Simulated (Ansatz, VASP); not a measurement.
# InAs: VASP beside Ansatz

Aim: how closely do two programs agree when they are given the same cell, functional and k mesh? The cell is taken from a series of runs on this material, whose earlier steps may have relaxed, scaled, displaced or heated it; both programs get it as it stands.

Calculated with Ansatz 0.2.0; plane waves, with VASP 6.6.1 beside it; zone-centre phonons at PBEsol.

**1. The starting structure**

It takes space group I-4m2 (No. 119, tetragonal). The conventional cell has a = 4.261 Å, b = 4.261 Å, c = 6.156 Å, α = 90.00°, β = 90.00°, γ = 90.00°. Nearest to As lie 4 In at 2.63 Å. Nearest to In lie 4 As at 2.63 Å. Farther neighbours are not listed.

Coordinates:

```xyz
2
Lattice="0.0000 3.0131 3.0780 3.0131 0.0000 3.0780 3.0131 3.0131 0.0000" Properties=species:S:1:pos:R:3 pbc="T T T"
As    4.5197    4.5197    4.6170
In    0.0000    0.0000    0.0000
```

**2. VASP: zone-centre phonons, PBEsol**

Second derivatives magnify differences that forces hide, and they need a tight electronic threshold.

Lines of VASP's logs that name or quote its potential files are left out, and so is its time.

File INCAR:

```
SYSTEM = InAs
PREC = Accurate
ENCUT = 500
EDIFF = 1E-08
NELM = 120
ISMEAR = 1
SIGMA = 0.2
LREAL = .FALSE.
ALGO = Normal
GGA = PS
NBANDS = 15
LORBIT = 11
LWAVE = .FALSE.
LCHARG = .FALSE.
ISIF = 2
IBRION = 8
LASPH = .TRUE.
GGA_COMPAT = .FALSE.
KPAR = 2
```

File POSCAR:

```
InAs
1.0
    0.0000000000      3.0131043201      3.0779805737
    3.0131043201      0.0000000000      3.0779805737
    3.0131043201      3.0131043201      0.0000000000
As In
1 1
Direct
    0.7500000000      0.7500000000      0.7500000000
    0.0000000000      0.0000000000      0.0000000000
```

File KPOINTS:

```
Automatic mesh
0
Gamma
12 12 12
0 0 0
```

Potentials, in the order of the species: As and In_d (PBE family, release 64).

Launch:

```console
$ mpirun -np 2 vasp_std
```

Numbers of over 12 decimals in the logs are rounded to 6 here.

Output:

```text
[banner, memory and clock lines left out]
running    2 mpi-ranks, on    1 nodes
 distrk:  each k-point on    1 cores,    2 groups
 distr:  one band on    1 cores,    1 groups

 POSCAR found type information on POSCAR AsIn
 POSCAR found :  2 types and       2 ions
|                                                                             |
|               ----> ADVICE to this user running VASP <----                  |
|                                                                             |
|     You enforced a specific xc type in the INCAR file but a different       |
|     [... a line on the potential file left out ...]
|     I HOPE YOU KNOW WHAT YOU ARE DOING!                                     |
|                                                                             |

 LDA part: xc-table for (Slater+PW92), standard interpolation
 POSCAR, INCAR and KPOINTS ok, starting setup
 FFT: planning ... GRIDC
 FFT: planning ... GRID_SOFT
 FFT: planning ... GRID
 WAVECAR not read
 entering main loop
       N       E                     dE             d eps       ncg     rms          rms(c)
DAV:   1     0.110497163672E+03    0.11050E+03   -0.82121E+03  4932   0.125E+03
DAV:   2    -0.126353398250E+01   -0.11176E+03   -0.10768E+03  5289   0.298E+02
DAV:   3    -0.858596806256E+01   -0.73224E+01   -0.72851E+01  6325   0.772E+01
DAV:   4    -0.877365154345E+01   -0.18768E+00   -0.18763E+00  6101   0.139E+01
DAV:   5    -0.878128324530E+01   -0.76317E-02   -0.76316E-02  7213   0.235E+00    0.438E+00
DAV:   6    -0.851980462172E+01    0.26148E+00   -0.40027E-01  7712   0.119E+01    0.239E+00
DAV:   7    -0.848861577415E+01    0.31189E-01   -0.10989E-01  6850   0.342E+00    0.684E-01
DAV:   8    -0.848705907269E+01    0.15567E-02   -0.12698E-02  6343   0.137E+00    0.191E-01
DAV:   9    -0.848729284863E+01   -0.23378E-03   -0.87148E-04  6111   0.283E-01    0.107E-01
DAV:  10    -0.848736156361E+01   -0.68715E-04   -0.12707E-04  7613   0.167E-01    0.652E-02
DAV:  11    -0.848738077137E+01   -0.19208E-04   -0.55482E-05  5646   0.108E-01    0.489E-02
DAV:  12    -0.848738059776E+01    0.17361E-06   -0.59174E-06  5749   0.284E-02    0.785E-03
DAV:  13    -0.848738069849E+01   -0.10073E-06   -0.12462E-06  6549   0.621E-03    0.332E-03
DAV:  14    -0.848738063261E+01    0.65877E-07   -0.64836E-08  6052   0.251E-03    0.136E-03
DAV:  15    -0.848738067971E+01   -0.47094E-07   -0.25767E-09  4503   0.703E-04    0.483E-04
DAV:  16    -0.848738069252E+01   -0.12810E-07   -0.15112E-09  3649   0.342E-04    0.103E-04
DAV:  17    -0.848738069483E+01   -0.23099E-08   -0.94379E-10  3124   0.238E-04
   1 F= -.84873807E+01 E0= -.84875305E+01  d E =0.449305E-03
 Linear response reoptimize wavefunctions to high precision
DAV:   1    -0.848738069590E+01   -0.10707E-08   -0.16509E-10  4013   0.166E-04
DAV:   2    -0.848738069589E+01    0.79581E-11   -0.54261E-11  2984   0.687E-05
 Linear response DOF=           4
 Linear response progress:
  Degree of freedom:   1/  4
       N       E                     dE             d eps       ncg     rms          rms(c)
RMM:   1    -0.466341093717E-01   -0.46634E-01    0.64755E-02 29424   0.152E+00
RMM:   2    -0.443464394545E-01    0.22877E-02    0.14097E-03 22382   0.563E-01    0.105E-01
RMM:   3    -0.450239730875E-01   -0.67753E-03   -0.17980E-03 26415   0.234E-01    0.462E-02
RMM:   4    -0.452283159058E-01   -0.20434E-03   -0.13946E-04 26720   0.779E-02    0.112E-02
RMM:   5    -0.452699529500E-01   -0.41637E-04   -0.17044E-05 27538   0.311E-02    0.501E-03
RMM:   6    -0.452559361092E-01    0.14017E-04   -0.18889E-06 26697   0.839E-03    0.147E-03
RMM:   7    -0.452541150523E-01    0.18211E-05   -0.15474E-07 29171   0.250E-03    0.960E-04
RMM:   8    -0.452548243140E-01   -0.70926E-06   -0.54494E-08 26532   0.108E-03    0.451E-04
RMM:   9    -0.452554210562E-01   -0.59674E-06    0.12664E-08 27814   0.373E-04    0.962E-05
RMM:  10    -0.452554865959E-01   -0.65540E-07    0.14375E-08 30138   0.143E-04    0.610E-05
RMM:  11    -0.452554813913E-01    0.52046E-08   -0.29695E-08 28091   0.541E-05    0.102E-05
 first order change of Fermi-energy   0.10772E-03
 force on displaced ion       1 direction 1 :  -7.397   0.000   0.000
 Linear response progress:
  Degree of freedom:   2/  4
       N       E                     dE             d eps       ncg     rms          rms(c)
RMM:   1    -0.469234261478E-01   -0.46923E-01    0.63968E-02 17126   0.155E+00
RMM:   2    -0.443919779043E-01    0.25314E-02    0.13657E-03 13267   0.572E-01    0.108E-01
RMM:   3    -0.450973860783E-01   -0.70541E-03   -0.18504E-03 15410   0.239E-01    0.472E-02
RMM:   4    -0.453111796043E-01   -0.21379E-03   -0.14567E-04 15724   0.800E-02    0.114E-02
RMM:   5    -0.453510744265E-01   -0.39895E-04   -0.16610E-05 16160   0.310E-02    0.538E-03
RMM:   6    -0.453362667713E-01    0.14808E-04   -0.21288E-06 15665   0.870E-03    0.154E-03
RMM:   7    -0.453348014908E-01    0.14653E-05   -0.18143E-07 16945   0.255E-03    0.101E-03
RMM:   8    -0.453355188539E-01   -0.71736E-06   -0.50838E-08 15644   0.113E-03    0.488E-04
RMM:   9    -0.453361633246E-01   -0.64447E-06   -0.10921E-08 16267   0.383E-04    0.888E-05
RMM:  10    -0.453361851497E-01   -0.21825E-07    0.13825E-08 17532   0.149E-04    0.618E-05
RMM:  11    -0.453361864870E-01   -0.13374E-08   -0.32438E-08 16566   0.544E-05    0.108E-05
 first order change of Fermi-energy   0.98383E-03
 force on displaced ion       1 direction 3 :   0.000   0.000  -7.471
 Linear response progress:
  Degree of freedom:   3/  4
       N       E                     dE             d eps       ncg     rms          rms(c)
RMM:   1    -0.233303443908E+00   -0.23330E+00   -0.93982E-02 19291   0.488E+00
RMM:   2    -0.235838639854E+00   -0.25352E-02   -0.13248E-02 24280   0.103E+00    0.770E-02
RMM:   3    -0.235762674576E+00    0.75965E-04   -0.15453E-03 26317   0.319E-01    0.379E-02
RMM:   4    -0.235550514649E+00    0.21216E-03   -0.14553E-04 27031   0.107E-01    0.207E-02
RMM:   5    -0.235490669769E+00    0.59845E-04   -0.22294E-05 28076   0.396E-02    0.733E-03
RMM:   6    -0.235485630001E+00    0.50398E-05   -0.31947E-06 27935   0.134E-02    0.190E-03
RMM:   7    -0.235496115930E+00   -0.10486E-04    0.81948E-08 28722   0.390E-03    0.780E-04
RMM:   8    -0.235495173581E+00    0.94235E-06   -0.13535E-07 28289   0.165E-03    0.350E-04
RMM:   9    -0.235494916157E+00    0.25742E-06    0.44751E-07 29641   0.709E-04    0.798E-05
RMM:  10    -0.235494928101E+00   -0.11944E-07    0.22571E-07 30242   0.295E-04    0.293E-05
RMM:  11    -0.235495001696E+00   -0.73596E-07    0.19176E-07 30405   0.139E-04    0.123E-05
RMM:  12    -0.235495053579E+00   -0.51883E-07    0.75234E-08 29176   0.771E-05    0.552E-06
RMM:  13    -0.235495071660E+00   -0.18081E-07    0.54038E-08 28821   0.465E-05    0.837E-06
RMM:  14    -0.235495075244E+00   -0.35842E-08    0.92906E-09 29316   0.283E-05    0.153E-05
 first order change of Fermi-energy  -0.32523E-04
 force on displaced ion       2 direction 1 :  -7.370   0.000  -0.000
 Linear response progress:
  Degree of freedom:   4/  4
       N       E                     dE             d eps       ncg     rms          rms(c)
RMM:   1    -0.233521740068E+00   -0.23352E+00   -0.97738E-02 11354   0.484E+00
RMM:   2    -0.235938676488E+00   -0.24169E-02   -0.12750E-02 14216   0.102E+00    0.781E-02
RMM:   3    -0.235890412762E+00    0.48264E-04   -0.15202E-03 15446   0.316E-01    0.392E-02
RMM:   4    -0.235686245593E+00    0.20417E-03   -0.14497E-04 15899   0.107E-01    0.210E-02
RMM:   5    -0.235631927055E+00    0.54319E-04   -0.24645E-05 16399   0.394E-02    0.726E-03
RMM:   6    -0.235630148270E+00    0.17788E-05   -0.34781E-06 16486   0.132E-02    0.195E-03
RMM:   7    -0.235640940723E+00   -0.10792E-04   -0.53013E-07 16714   0.386E-03    0.775E-04
RMM:   8    -0.235639683423E+00    0.12573E-05   -0.14408E-07 16650   0.165E-03    0.357E-04
RMM:   9    -0.235639357315E+00    0.32611E-06    0.21906E-07 17206   0.705E-04    0.607E-05
RMM:  10    -0.235639385748E+00   -0.28433E-07    0.16723E-07 17703   0.294E-04    0.411E-05
RMM:  11    -0.235639422308E+00   -0.36561E-07    0.24809E-07 17621   0.137E-04    0.232E-05
RMM:  12    -0.235639454488E+00   -0.32179E-07    0.15517E-07 17179   0.739E-05    0.619E-06
RMM:  13    -0.235639501023E+00   -0.46536E-07    0.72366E-08 16411   0.451E-05    0.712E-06
RMM:  14    -0.235639501248E+00   -0.22495E-09    0.43343E-08 16905   0.270E-05    0.262E-06
 first order change of Fermi-energy  -0.11783E-03
 force on displaced ion       2 direction 3 :   0.000   0.000  -7.486
 Linear response finished
```

Parts of OUTCAR (step 2):

```text
ion  position               nearest neighbor table
   1  0.750  0.750  0.750-   2 2.63   2 2.63   2 2.63   2 2.63
   2  0.000  0.000  0.000-   1 2.63   1 2.63   1 2.63   1 2.63

  LATTYP: Found a body centered tetragonal cell.
 ALAT       =     4.2611729943
 C/A-ratio  =     1.4446635130

 Subroutine GETGRP returns: Found  8 space group operations
 (whereof  8 operations were pure point group operations)

The static configuration has the point symmetry D_2d.

 Found    163 irreducible k-points:

   k-points           NKPTS =    163   k-points in BZ     NKDIM =    163   number of bands    NBANDS=     15

   dimension x,y,z NGX =    32 NGY =   32 NGZ =   32
   dimension x,y,z NGXF=    64 NGYF=   64 NGZF=   64

   ENCUT  =  500.0 eV  36.75 Ry    6.06 a.u.   7.85  7.85  7.77*2*pi/ulx,y,z

   NELECT =      18.0000    total number of electrons

 k-points in reciprocal lattice and weights: Automatic mesh
   0.00000000  0.00000000  0.00000000       0.001
   0.08333333 -0.00000000  0.00000000       0.005
   0.16666667  0.00000000  0.00000000       0.005
   0.25000000  0.00000000  0.00000000       0.005
   0.33333333 -0.00000000  0.00000000       0.005
   0.41666667  0.00000000  0.00000000       0.005
   0.50000000  0.00000000  0.00000000       0.002
   0.08333333  0.08333333  0.00000000       0.001
   0.16666667  0.08333333  0.00000000       0.005
[...]
-0.33333333  0.16666667  0.50000000       0.002
  -0.25000000  0.25000000  0.50000000       0.001

 average (electrostatic) potential at core
       1 -49.6039       2 -96.5263

  Total        0.2917827      0.2917827      0.0299974      0.0000000     -0.0000000     -0.0000000
  in kB        8.3646142      8.3646142      0.8599428      0.0000000     -0.0000000     -0.0000000
  external PRESSURE =       5.8630571 kB  Pullay stress =       0.0000000 kB

  energy-cutoff  :      500.00
  volume of cell :       55.89
      direct lattice vectors                 reciprocal lattice vectors
     0.000000000  3.013104320  3.077980574    -0.165941815  0.165941815  0.162444170
     3.013104320  0.000000000  3.077980574     0.165941815 -0.165941815  0.162444170
     3.013104320  3.013104320  0.000000000     0.165941815  0.165941815 -0.162444170

 POSITION                                       TOTAL-FORCE (eV/Angst)
 -----------------------------------------------------------------------------------
      4.51966      4.51966      4.61697         0.000000      0.000000      0.000000
      0.00000      0.00000      0.00000        -0.000000     -0.000000     -0.000000
 -----------------------------------------------------------------------------------
    total drift:                                0.000000      0.000000     -0.000000

 Eigenvectors and eigenvalues of the dynamical matrix
 ----------------------------------------------------

   1 f  =    6.348694 THz    39.890022 2PiTHz  211.769645 cm-1    26.256078 meV
             X         Y         Z           dx          dy          dz
      4.519656  4.519656  4.616971     0.000000    0.000000    0.777608
      0.000000  0.000000  0.000000     0.000000   -0.000000   -0.628750

   2 f  =    6.310020 THz    39.647022 2PiTHz  210.479596 cm-1    26.096132 meV
             X         Y         Z           dx          dy          dz
      4.519656  4.519656  4.616971    -0.739898    0.241955   -0.000000
      0.000000  0.000000  0.000000     0.596611   -0.195099    0.000000

   3 f  =    6.310020 THz    39.647022 2PiTHz  210.479596 cm-1    26.096132 meV
             X         Y         Z           dx          dy          dz
      4.519656  4.519656  4.616971     0.241955    0.739898   -0.000000
      0.000000  0.000000  0.000000    -0.195099   -0.596611    0.000000

   4 f/i=    0.003012 THz     0.018926 2PiTHz    0.100478 cm-1     0.012458 meV
             X         Y         Z           dx          dy          dz
      4.519656  4.519656  4.616971     0.000000    0.000000   -0.628750
      0.000000  0.000000  0.000000     0.000000    0.000000   -0.777608

   5 f/i=    0.005512 THz     0.034633 2PiTHz    0.183859 cm-1     0.022796 meV
             X         Y         Z           dx          dy          dz
      4.519656  4.519656  4.616971     0.100909    0.619537    0.000000
      0.000000  0.000000  0.000000     0.125145    0.768329    0.000000

   6 f/i=    0.005512 THz     0.034633 2PiTHz    0.183859 cm-1     0.022796 meV
             X         Y         Z           dx          dy          dz
      4.519656  4.519656  4.616971     0.619537   -0.100909   -0.000000
      0.000000  0.000000  0.000000     0.768329   -0.125145   -0.000000

 ELASTIC MODULI CONTR FROM IONIC RELAXATION (kBar)
 Direction    XX          YY          ZZ          XY          YZ          ZX
 --------------------------------------------------------------------------------
 XX           0.0000      0.0000      0.0000      0.0000      0.0000      0.0000
 YY           0.0000      0.0000      0.0000      0.0000      0.0000      0.0000
 ZZ           0.0000      0.0000      0.0000      0.0000      0.0000      0.0000
 XY           0.0000      0.0000      0.0000   -229.4063      0.0000     -0.0000
 YZ           0.0000      0.0000      0.0000      0.0000   -231.8849      0.0000
 ZX           0.0000      0.0000      0.0000     -0.0000      0.0000   -209.8955
 --------------------------------------------------------------------------------
```

(Continued in part 2 of 2.)

[Lines on the potential files, build, host, timing and source positions are cut from VASP's logs without a mark.]

[Logs are printed without paths, hosts, clocks, repeated set-up lines and the standing remarks that a program may print on its own settings, such as how far it seeks lower states.]

[Hosts, paths, dates, database ids (printed as entryN), source tags and the programs' standing remarks are cut or masked in the printed files.]
